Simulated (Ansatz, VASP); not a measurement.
# WO in VASP and in Ansatz

File POSCAR:

```
WO
1.0
    2.9145613536      0.0000000000      0.0000000000
    0.0000000000      2.9145613536      0.0000000000
    0.0000000000      0.0000000000      2.9145613536
W O
1 1
Direct
    0.0000000000      0.0000000000      0.0000000000
    0.5000000000      0.5000000000      0.5000000000
```

File INCAR.step1:

```
SYSTEM = WO
PREC = Accurate ; ENCUT = 520
ISMEAR = 0 ; SIGMA = 0.1
LREAL = .False. ; LASPH = .True.
NELM = 150 ; LMAXMIX = 4
LDAU = .True. ; LDAUTYPE = 2
LDAUL = 2 -1 ; LDAUU = 6.2 0
LDAUJ = 0 0 ; NBANDS = 17
GGA = PE ; ALGO = Normal
EDIFF = 1E-4 ; LWAVE = .True.
LCHARG = .False.
```

The input INCAR.step2:

```
SYSTEM = WO
PREC = Accurate ; ENCUT = 520
EDIFF = 1E-7 ; ISMEAR = 0
SIGMA = 0.1 ; LREAL = .False.
LASPH = .True. ; NELM = 150
ALGO = Normal ; ISIF = 2
LWAVE = .False. ; LCHARG = .False.
LMAXMIX = 4 ; LDAU = .True.
LDAUTYPE = 2 ; LDAUL = 2 -1
LDAUU = 6.2 0 ; LDAUJ = 0 0
LDAUPRINT = 1 ; METAGGA = R2SCAN
LMIXTAU = .True. ; NBANDS = 17
ISTART = 1
```

KPOINTS

```
Automatic mesh
0
Gamma
  14 14 14
  0 0 0
```

Input for Ansatz:

```yaml
crystal:
  lattice:
    - [2.9145613536, 0.0, 0.0]
    - [0.0, 2.9145613536, 0.0]
    - [0.0, 0.0, 2.9145613536]
  atoms:
    - { symbol: W, position: [0.0, 0.0, 0.0] }
    - { symbol: O, position: [0.5, 0.5, 0.5] }
basis:
  ecutwfc: 500
kpoints:
  mp_grid: { grid: [14, 14, 14] }
hamiltonian:
  xc: r2scan
  hubbard: { sites: [{ species: W, l: d, u_eff: 6.2 }] }
scf:
  occupations: { method: gaussian, width: 0.1 }
output:
  forces: true
  stress: true
  eigenvalues: true
```

Alike in both runs: task single point; functional r2SCAN; k mesh 14 × 14 × 14; occupations gaussian, width 0.1 eV; no spin polarisation; Hubbard terms W d U = 6.2 eV.

|  | VASP | Ansatz |
| --- | --- | --- |
| version | VASP 6.6.1 | Ansatz 0.2.0 |
| potentials or method | VASP PAW PBE potentials, release 64 (W_sv, O) | scalar-relativistic, plane waves, PAW |
| plane-wave cutoff (eV) | 520 | 500 |
| valence electrons in the cell | 20 | 20 |

|  | VASP | Ansatz | Ansatz less VASP |
| --- | --- | --- | --- |
| gap on the k mesh at the Fermi level (eV) | none | none | - |
| pressure (GPa) | -7.8 | 0.0 | +7.81 |

The programs project onto different local orbitals, so the same U acts differently. A gap of «none» marks a metal or a gap that the smearing closes. Ansatz warned: «filled_band_counts_differ_across_k_points».

Caveats: the PAW data sets were made with another functional, which shifts forces and pressure a little (VASP); U without spin polarisation on a metal has little footing. Spin-orbit coupling is left out, which matters for the levels of W.
